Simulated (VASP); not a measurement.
```
HfO2
1.0
    0.00000     2.53621     2.53621
    2.53621     0.00000     2.53621
    2.53621     2.53621     0.00000
Hf O
1 2
Direct
  0.00000   0.00000   0.00000
  0.25000   0.25000   0.25000
  0.75000   0.75000   0.75000
```

All values below come from PBE GGA, VASP's PBE PAW potentials (set 64) (plane waves; VASP). Settings: 520 eV cut-off, 9×9×9 Γ-centred mesh, Gaussian smearing of 0.050 eV, potentials Hf_pv O.

Predict the energy per atom (σ→0).

* **energy per atom (σ→0)**: -10.083 eV/atom

Total energies compare only between runs with the same potentials, cut-off and functional.

The compound is HfO2 in the fluorite structure, the high-temperature cubic form, which is unstable at 0 K; the monoclinic form is the stable one. It was relaxed first.
